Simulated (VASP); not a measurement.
# Ca2ZrN2 (P-3m1) in VASP: relaxation of cell and atoms with PBE

Aim: the relaxation of cell and atoms of Ca2ZrN2 with PBE.

Program: VASP 6.6.1. These are calculated values, not measurements. Logs are shortened: lines on timing, memory, paths and dates and some standing lists are left out, and cuts for length are marked.

### 1 Starting point

Symmetry: P-3m1, No. 164, trigonal system. Conventional cell: a = 3.450 Å, b = 3.450 Å, c = 7.900 Å, α = 90.00°, β = 90.00°, γ = 120.00°. Around Ca (site symmetry 3m) lie 3 N at 2.40 Å. Zr (site symmetry -3m) is surrounded by 6 N at 2.32 Å. N (site symmetry 3m) is surrounded by 3 Zr at 2.32 Å and 3 Ca at 2.40 Å.

The cell was built by a generator and needn't be a form met in nature.

### 2 Relaxation of cell and atoms, PBE

The input, INCAR:

```
SYSTEM = Ca2ZrN2
PREC = Normal ; ENCUT = 520
EDIFF = 1E-4 ; ISMEAR = 0
SIGMA = 0.15 ; LREAL = .False.
LASPH = .True. ; NELM = 60
ALGO = Fast ; ISIF = 3
LWAVE = .False. ; LCHARG = .False.
GGA = PE ; IBRION = 2
NSW = 24 ; EDIFFG = -0.08
```

The input, KPOINTS:

```
Automatic mesh
0
Gamma
  5 5 2
  0 0 0
```

The input, POSCAR:

```
Ca2ZrN2
1.0
    3.4500000000      0.0000000000      0.0000000000
   -1.7250000000      2.9877876400      0.0000000000
    0.0000000000      0.0000000000      7.9000000000
Ca Zr N
2 1 2
Direct
    0.3333333300      0.6666666700      0.3200000000
    0.6666666700      0.3333333300      0.6800000000
    0.0000000000      0.0000000000      0.0000000000
    0.6666666700      0.3333333300      0.1500000000
    0.3333333300      0.6666666700      0.8500000000
```

Potentials or basis: VASP PAW PBE potentials, release 64 (Ca_sv, Zr_sv, N).

Command:

```sh
$ cat potpaw_PBE.64/Ca_sv/POTCAR potpaw_PBE.64/Zr_sv/POTCAR potpaw_PBE.64/N/POTCAR > POTCAR
$ mpirun -np 1 vasp_std > vasp.out
```

OUTCAR:

```text
SYSTEM = Ca2ZrN2
   PREC = Normal
   ENCUT = 520
   EDIFF = 1E-4
   ISMEAR = 0
   LREAL = .False.
   LASPH = .True.
   NELM = 60
   ISIF = 3
   GGA = PE
   IBRION = 2
   NSW = 24
   EDIFFG = -0.08

 ion  position               nearest neighbor table
   1  0.333  0.667  0.320-   4 2.40   4 2.40   4 2.40   3 3.22   3 3.22   3 3.22
   2  0.667  0.333  0.680-   5 2.40   5 2.40   5 2.40   3 3.22   3 3.22   3 3.22
   3  0.000  0.000  0.000-   4 2.32   5 2.32   5 2.32   4 2.32   4 2.32   5 2.32   1 3.22   2 3.22
                             1 3.22   2 3.22   1 3.22   2 3.22
   4  0.667  0.333  0.150-   3 2.32   3 2.32   3 2.32   1 2.40   1 2.40   1 2.40
   5  0.333  0.667  0.850-   3 2.32   3 2.32   3 2.32   2 2.40   2 2.40   2 2.40

  LATTYP: Found a hexagonal cell.
 ALAT       =     3.4500000000
 C/A-ratio  =     2.2898550725

  Lattice vectors:

 A1 = (   3.4500000000,   0.0000000000,   0.0000000000)
 A2 = (  -1.7250000000,   2.9877876400,   0.0000000000)
 A3 = (   0.0000000000,   0.0000000000,   7.9000000000)

Analysis of symmetry for initial positions (statically):
=====================================================================
 Subroutine PRICEL returns:
 Original cell was already a primitive cell.

 Routine SETGRP: Setting up the symmetry group for a
 hexagonal supercell.

 Subroutine GETGRP returns: Found 12 space group operations
 (whereof 12 operations were pure point group operations)
 out of a pool of 24 trial point group operations.

The static configuration has the point symmetry D_3d.

Analysis of symmetry for dynamics (positions and initial velocities):
=====================================================================
 Subroutine PRICEL returns:
 Original cell was already a primitive cell.

 Routine SETGRP: Setting up the symmetry group for a
 hexagonal supercell.

 Subroutine GETGRP returns: Found 12 space group operations
 (whereof 12 operations were pure point group operations)
 out of a pool of 24 trial point group operations.

The dynamic configuration has the point symmetry D_3d.

 Subroutine INISYM returns: Found 12 space group operations
 (whereof 12 operations are pure point group operations),
 and found     1 'primitive' translations

----------------------------------------------------------------------------------------

                                     Primitive cell

  volume of cell :      81.4322

  direct lattice vectors                    reciprocal lattice vectors
     3.450000000  0.000000000  0.000000000     0.289855072  0.167347904  0.000000000
    -1.725000000  2.987787640  0.000000000     0.000000000  0.334695809  0.000000000
     0.000000000  0.000000000  7.900000000     0.000000000  0.000000000  0.126582278

  length of vectors
     3.450000000  3.449999997  7.900000000     0.334695808  0.334695809  0.126582278

  position of ions in fractional coordinates (direct lattice)
     0.333333330  0.666666670  0.320000000
     0.666666670  0.333333330  0.680000000
     0.000000000  0.000000000  0.000000000
     0.666666670  0.333333330  0.150000000
     0.333333330  0.666666670  0.850000000

  ion indices of the primitive-cell ions
   primitive index   ion index
                 1           1
                 2           2
                 3           3
                 4           4
                 5           5

----------------------------------------------------------------------------------------

 KPOINTS: Automatic mesh

Automatic generation of k-mesh.
 Grid dimensions read from file:
 generate k-points for:    5    5    2

 Generating k-lattice:

  Cartesian coordinates                     Fractional coordinates (reciprocal lattice)
     0.057971014  0.033469581  0.000000000     0.200000000  0.000000000  0.000000000
     0.000000000  0.066939162  0.000000000     0.000000000  0.200000000  0.000000000
     0.000000000  0.000000000  0.063291139     0.000000000  0.000000000  0.500000000

  Length of vectors
     0.066939162  0.066939162  0.063291139

  Shift w.r.t. Gamma in fractional coordinates (k-lattice)
     0.000000000  0.000000000  0.000000000

 Subroutine IBZKPT returns following result:
 ===========================================

 Found     10 irreducible k-points:

 Following reciprocal coordinates:
            Coordinates               Weight
  0.000000  0.000000  0.000000      1.000000
  0.200000 -0.000000  0.000000      6.000000
  0.400000 -0.000000  0.000000      6.000000
  0.200000  0.200000  0.000000      6.000000
  0.400000  0.200000  0.000000      6.000000
  0.000000  0.000000  0.500000      1.000000
  0.200000 -0.000000  0.500000      6.000000
  0.400000 -0.000000  0.500000      6.000000
  0.200000  0.200000  0.500000      6.000000
  0.400000  0.200000  0.500000      6.000000
   k-points           NKPTS =     10   k-points in BZ     NKDIM =     10   number of bands    NBANDS=     25
   number of dos      NEDOS =    301   number of ions     NIONS =      5
   total plane-waves  NPLWV =  19200
   dimension x,y,z NGX =    20 NGY =   20 NGZ =   48
   dimension x,y,z NGXF=    40 NGYF=   40 NGZF=   96
   ions per type =               2   1   2
   NGX,Y,Z   is equivalent  to a cutoff of   9.64,  9.64, 10.10 a.u.
   NGXF,Y,Z  is equivalent  to a cutoff of  19.27, 19.27, 20.20 a.u.
 SYSTEM =  Ca2ZrN2
   PREC   = normal    normal or accurate (medium, high low for compatibility)
   ISTART =      0    job   : 0-new  1-cont  2-samecut
   ICHARG =      2    charge: 1-file 2-atom 10-const
   ISPIN  =      1    spin polarized calculation?
   LNONCOLLINEAR =      F non collinear calculations
   LSORBIT =      F    spin-orbit coupling
   LASPH  =      T    aspherical Exc in radial PAW
   ENCUT  =  520.0 eV  38.22 Ry    6.18 a.u.   6.41  6.41 14.69*2*pi/ulx,y,z
   NELM   =     60;   NELMIN=  2; NELMDL= -5     # of ELM steps
   EDIFF  = 0.1E-03   stopping-criterion for ELM
   LREAL  =      F    real-space projection
   EDIFFG = -.8E-01   stopping-criterion for IOM
   NSW    =     24    number of steps for IOM
   IBRION =      2    ionic relax: 0-MD 1-quasi-New 2-CG
   NFREE  =      1    steps in history (QN), initial steepest desc. (CG)
   ISIF   =      3    stress and relaxation
   ISYM   =      2    0-nonsym 1-usesym 2-fastsym
   POTIM  = 0.5000    time-step for ionic-motion
   TEBEG  =    0.0;   TEEND  =   0.0 temperature during run
   PSTRESS=    0.0 pullay stress
   NELECT =      42.0000    total number of electrons
   NUPDOWN=      -1.0000    fix difference up-down
   EMIN   =  10.00;   EMAX   =-10.00  energy-range for DOS
   EFERMI =   0.00;   METHOD = LEGACY
   ISMEAR =     0;   SIGMA  =   0.15  broadening in eV -4-tet -1-fermi 0-gaus
   EFERMI_NEDOS =   21; number of points for ismear=-14 and -15
   IALGO  =     68    algorithm
   IMIX   =      4    mixing-type and parameters
     AMIX     =   0.40;   BMIX     =  1.00
     AMIX_MAG =   1.60;   BMIX_MAG =  1.00
  volume/ion in A,a.u.               =      16.29       109.91
  Fermi-wavevector in a.u.,A,eV,Ry     =   1.312883  2.480989 23.451835  1.723661
  Thomas-Fermi vector in A             =   2.443244
   LORBIT       =      0    0 simple, 1 ext, 2 COOP (PROOUT), +10 PAW based schemes
   GGA     = PE    functional components
   LHFCALC =     F    Hartree Fock is set to
   AEXX    =    0.0000 exact exchange contribution
   IVDW    =     0    specifies the selected vdW correction
   LEPSILON=     F    determine dielectric tensor
   LRPA    =     F    only Hartree local field effects (RPA)
 conjugate gradient relaxation of ions
 non-spin polarized calculation
 RMM-DIIS sequential band-by-band and
 Gauss-broadening in eV      SIGMA  =   0.15
  energy-cutoff  :      520.00
  volume of cell :       81.43
 maximum number of plane-waves:      2218
   NGX = 13   NGY = 13   NGZ = 29

--------------------------------------- Ionic step        1  -------------------------------------------

 number of electron      42.0000007 magnetization

 Free energy of the ion-electron system (eV)
  ---------------------------------------------------
  ext. energy  EPLUGINS =         0.00000000
  ---------------------------------------------------
  free energy    TOTEN  =       -34.41198342 eV

  energy without entropy =      -34.38446426  energy(sigma->0) =      -34.39822384

------------------------ aborting loop because EDIFF is reached ----------------------------------------

  FORCE on cell =-STRESS in cart. coord.  units (eV):
  Direction    XX          YY          ZZ          XY          YZ          ZX
  --------------------------------------------------------------------------------------
  -------------------------------------------------------------------------------------
  Total       -1.3355682     -1.3355682      9.0720793     -0.0000000      0.0000000     -0.0000000
  in kB      -26.2773007    -26.2773006    178.4931316     -0.0000000      0.0000000     -0.0000000
  external PRESSURE =      41.9795101 kB  Pullay stress =       0.0000000 kB
[... 98 lines left out ...]
  FREE ENERGIE OF THE ION-ELECTRON SYSTEM (eV)
  ---------------------------------------------------
  free  energy   TOTEN  =       -34.8723479111 eV

  energy  without entropy=      -34.8610384948  energy(sigma->0) =      -34.86669320

[... ionic steps 4 to 7 ...]

--------------------------------------- Ionic step        8  -------------------------------------------

 number of electron      41.9999998 magnetization

------------------------ aborting loop because EDIFF is reached ----------------------------------------

  FORCE on cell =-STRESS in cart. coord.  units (eV):
  Direction    XX          YY          ZZ          XY          YZ          ZX
  --------------------------------------------------------------------------------------
  -------------------------------------------------------------------------------------
  Total        0.2271070      0.2271070      0.8366597     -0.0000000      0.0000000      0.0000000
  in kB        4.2119736      4.2119736     15.5168668     -0.0000000      0.0000000      0.0000000
  external PRESSURE =       7.9802713 kB  Pullay stress =       0.0000000 kB
[... 63 lines left out ...]
  energy  without entropy=      -35.0026139815  energy(sigma->0) =      -35.00836361

--------------------------------------- Ionic step       10  -------------------------------------------

 number of electron      42.0000003 magnetization

 Free energy of the ion-electron system (eV)
  ---------------------------------------------------
  ext. energy  EPLUGINS =         0.00000000
  ---------------------------------------------------
  free energy    TOTEN  =       -35.01727861 eV

  energy without entropy =      -35.00461094  energy(sigma->0) =      -35.01094477

 E-fermi :   6.0163     XC(G=0): -10.2278

 val. band max:        5.8907953347   @ k =   0.4000  -0.0000   0.5000
 cond. band min:       6.1571110710   @ k =   0.4000   0.2000   0.0000
 fundamental gap:      0.2663157363
 Fermi energy:         6.0163099712

 k-point     1 :       0.0000    0.0000    0.0000
  band No.  band energies     occupation
      1     -43.5229      2.00000
      2     -34.8032      2.00000
      3     -34.7970      2.00000
      4     -21.6957      2.00000
      5     -21.3092      2.00000
      6     -21.3092      2.00000
[... 301 lines left out ...]
  FREE ENERGIE OF THE ION-ELECTRON SYSTEM (eV)
  ---------------------------------------------------
  free  energy   TOTEN  =       -35.0172786068 eV

  energy  without entropy=      -35.0046109352  energy(sigma->0) =      -35.01094477

 reached required accuracy - stopping structural energy minimisation
```

Wall time 2.1 min (1 thread of Intel Xeon Platinum 8259CL at 2.50GHz (Skylake/Cascade Lake), shared host); peak memory 0.16 GiB.

Results:

```
Free energy                            : -35.0173 eV
Relaxed volume                         : 17.41 Å³/atom
Relaxed cell                           : a = 3.371 Å, b = 3.371 Å, c = 8.846 Å, α = 90.00°, β = 90.00°, γ = 120.00°
Space group after relaxing (to 0.05 Å) : P-3m1 (No. 164)
Energy gained by relaxing              : 121.1 meV/atom
Ionic steps                            : 10
Pressure after relaxing                : -0.3 GPa
Largest force after relaxing           : 0.051 eV/Å
Band gap on the k mesh                 : none (metal or under the smearing width)
```

Forces in eV/Å, atoms in the order of the input:
```
Ca   0.000  0.000  0.015
Ca   0.000  0.000 -0.015
Zr   0.000  0.000  0.000
N    0.000  0.000 -0.051
N    0.000  0.000  0.051
```

Step by step:
```
step  energy change (eV)  largest force (eV/Å)  pressure (GPa)  volume (Å³)
   1              0.0000                0.1664            4.20        81.43
   2             -0.4575                0.8078           -2.61        86.29
   3             -0.4604                0.8750           -2.97        86.66
   4             -0.5433                0.4438            1.99        83.73
   5             -0.5445                0.4856            1.66        84.00
   6             -0.5882                0.1895            1.08        85.15
   7             -0.6028                0.0744            0.74        86.25
   8             -0.6030                0.1062            0.80        86.39
   9             -0.6021                0.0987           -1.22        87.85
  10             -0.6053                0.0514           -0.29        87.04
```

Final structure:
```
Ca Zr N
1.0
     3.37062    0.00000    0.00000
    -1.68531    2.91904    0.00000
     0.00000    0.00000    8.84648
Ca Zr N
2 1 2
Direct
  0.33333 0.66667 0.30602
  0.66667 0.33333 0.69398
  0.00000 0.00000 0.00000
  0.66667 0.33333 0.14120
  0.33333 0.66667 0.85880
```

Caveat: the k mesh is coarse (spacing up to 0.42 Å⁻¹), so the values aren't converged; the relaxation stopped at a loose force limit of 0.08 eV/Å, so its end isn't a converged minimum.
